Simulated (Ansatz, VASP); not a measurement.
# Cross-check of Tl2Se between VASP and Ansatz, part 2 of 2

Aim: how closely do two programs agree when they are given the same cell, functional and k mesh? The cell is generated by rule, not measured, and may not be a known phase. The cell is taken from a series of runs on this material, whose earlier steps may have relaxed, scaled, displaced or heated it; both programs get it as it stands.

VASP 6.6.1 and Ansatz 0.2.0.

So far: The structure; Ansatz: relaxation of cell and atoms, PBEsol; VASP: relaxation of cell and atoms, PBEsol.

## Step 3: VASP: relaxation of cell and atoms, PBEsol (continued)

Level of this step: PBEsol; plane waves and PAW (Se, Tl_d); invented cell (VASP).

Numbers of over 12 decimals in the logs are rounded to 6 here.

Parts of OUTCAR (step 3):

```text
ion  position               nearest neighbor table
   1  0.000  1.000  0.000-   3 2.98   4 2.98   5 2.98   6 2.98
   2  0.500  0.500  0.500-   3 2.98   4 2.98   5 2.98   6 2.98
   3  0.250  0.250  0.250-   1 2.98   2 2.98
   4  0.750  0.750  0.250-   1 2.98   2 2.98
   5  0.750  0.250  0.750-   1 2.98   2 2.98
   6  0.250  0.750  0.750-   1 2.98   2 2.98

  LATTYP: Found a simple cubic cell.
 ALAT       =     6.8743490000

 Subroutine GETGRP returns: Found 48 space group operations
 (whereof 24 operations were pure point group operations)

The static configuration has the point symmetry T_d .
 The point group associated with its full space group is O_h .

 Found     20 irreducible k-points:

   k-points           NKPTS =     20   k-points in BZ     NKDIM =     20   number of bands    NBANDS=     39

   dimension x,y,z NGX =    50 NGY =   50 NGZ =   50
   dimension x,y,z NGXF=   100 NGYF=  100 NGZF=  100

   ENCUT  =  500.0 eV  36.75 Ry    6.06 a.u.  12.53 12.53 12.53*2*pi/ulx,y,z

   NELECT =      64.0000    total number of electrons

 k-points in reciprocal lattice and weights: Automatic mesh
   0.00000000  0.00000000  0.00000000       0.005
   0.16666667  0.00000000  0.00000000       0.028
   0.33333333  0.00000000  0.00000000       0.028
   0.50000000  0.00000000  0.00000000       0.014
   0.16666667  0.16666667  0.00000000       0.056
   0.33333333  0.16666667  0.00000000       0.111
   0.50000000  0.16666667  0.00000000       0.056
   0.33333333  0.33333333  0.00000000       0.056
   0.50000000  0.33333333  0.00000000       0.056
[...]
0.50000000  0.50000000  0.33333333       0.028
   0.50000000  0.50000000  0.50000000       0.005

 average (electrostatic) potential at core
       1 -56.2046       2 -56.2046       3 -88.3489       4 -88.3489       5 -88.3489
       6 -88.3489

 E-fermi :   1.0064

 k-point     1 :       0.0000    0.0000    0.0000
  band No.  band energies     occupation
    ...
     30       0.9245      1.75349
     31       0.9245      1.75349
     32       0.9245      1.75349
     33       0.9829      1.26036
     34       0.9829      1.26036
     35       3.1201      0.00000
     36       3.1201      0.00000
     37       3.1201      0.00000
     38       4.0870      0.00000
     39       4.2917      0.00000

 k-point     2 :       0.1667    0.0000    0.0000
  band No.  band energies     occupation
    ...
     28      -1.3475      2.00000
     29      -1.1821      2.00000
     30       0.7036      1.99998
     31       0.8590      1.96299
     32       0.8590      1.96299
     33       1.0721      0.35313
     34       1.2087      0.00424
     35       2.8451      0.00000
     36       3.1633      0.00000
     37       3.1633      0.00000
    ...

 k-point     3 :       0.3333    0.0000    0.0000
  band No.  band energies     occupation
    ...
     28      -1.3481      2.00000
     29      -0.7598      2.00000
     30       0.3052      2.00000
     31       0.7482      1.99974
     32       0.7482      1.99974
     33       1.3350      0.00000
     34       1.6203      0.00000
     35       2.2943      0.00000
     36       2.9277      0.00000
     37       3.1304      0.00000
    ...

  Total       -0.0003866     -0.0003866     -0.0003866      0.0000000      0.0000000      0.0000000
  in kB       -0.0019128     -0.0019128     -0.0019128      0.0000000      0.0000000      0.0000000
  external PRESSURE =      -0.0019128 kB  Pullay stress =       0.0000000 kB

  energy-cutoff  :      500.00
  volume of cell :      323.79
      direct lattice vectors                 reciprocal lattice vectors
     6.866817907 -0.000000000  0.000000000     0.145627860  0.000000000  0.000000000
     0.000000000  6.866817907 -0.000000000     0.000000000  0.145627860  0.000000000
    -0.000000000  0.000000000  6.866817907    -0.000000000  0.000000000  0.145627860

 POSITION                                       TOTAL-FORCE (eV/Angst)
 -----------------------------------------------------------------------------------
      0.00000      6.86682     -0.00000        -0.000000      0.000000      0.000000
      3.43341      3.43341      3.43341         0.000000      0.000000      0.000000
      1.71670      1.71670      1.71670        -0.000000     -0.000000      0.000000
      5.15011      5.15011      1.71670        -0.000000     -0.000000     -0.000000
      5.15011      1.71670      5.15011         0.000000     -0.000000     -0.000000
      1.71670      5.15011      5.15011         0.000000     -0.000000     -0.000000
 -----------------------------------------------------------------------------------
    total drift:                                0.000452      0.000947      0.000000

  FREE ENERGIE OF THE ION-ELECTRON SYSTEM (eV)
  ---------------------------------------------------
  free  energy   TOTEN  =       -16.5035652279 eV

  energy  without entropy=      -16.4994364737  energy(sigma->0) =      -16.50150085

 reached required accuracy - stopping structural energy minimisation

 total charge
# of ion       s       p       d       tot
------------------------------------------
    1        1.483   2.282   0.013   3.777
    2        1.483   2.282   0.013   3.777
    3        1.272   0.209   9.662  11.143
    4        1.272   0.209   9.662  11.143
    5        1.272   0.209   9.662  11.143
    6        1.272   0.209   9.662  11.143
--------------------------------------------------
tot          8.054   5.401  38.673  52.127

[... 3 further parts left out ...]
```

## Step 4: Comparison

Known differences besides the potentials themselves: the data sets hold 84 valence electrons in Ansatz (on its default PAW (the set named soft_2) files) and 64 in VASP; the cutoff is 420 eV in Ansatz and 500 eV in VASP; Ansatz makes its cores anew for this functional, VASP keeps those of its PBE data sets; Ansatz adds a Pulay correction to the stress that steers its cell, VASP none. Total energies have different zeros and are not compared.

The two programs side by side:

```csv
quantity,Ansatz,VASP,difference
volume (Å³),324.86,323.79,+0.33 %
"edge a after relaxation, in the typed setting (Å)",6.874,6.867,+0.11 %
```

## Step 5: What came out

| Item | Value |
| --- | --- |
| difference in volume (relaxation of cell and atoms, PBEsol) | 0.33 % |

In words: The difference in volume is 0.33 % (relaxation of cell and atoms, PBEsol), within the 1.2 % picked in this series as the mark of a large difference, as far as the stopping tolerances let one tell. The data sets hold unlike numbers of valence electrons (84 in Ansatz and 64 in VASP), so part of the differences comes from the potentials. Such differences can come from data sets, numerical settings and the points named under the comparisons, not from the functional's error against experiment.

[Lines on the potential files, build, host, timing and source positions are cut from VASP's logs without a mark.]

[Logs are printed without paths, hosts, clocks, repeated set-up lines and the standing remarks that a program may print on its own settings, such as how far it seeks lower states.]

[Hosts, paths, dates, database ids (printed as entryN), source tags and the programs' standing remarks are cut or masked in the printed files.]
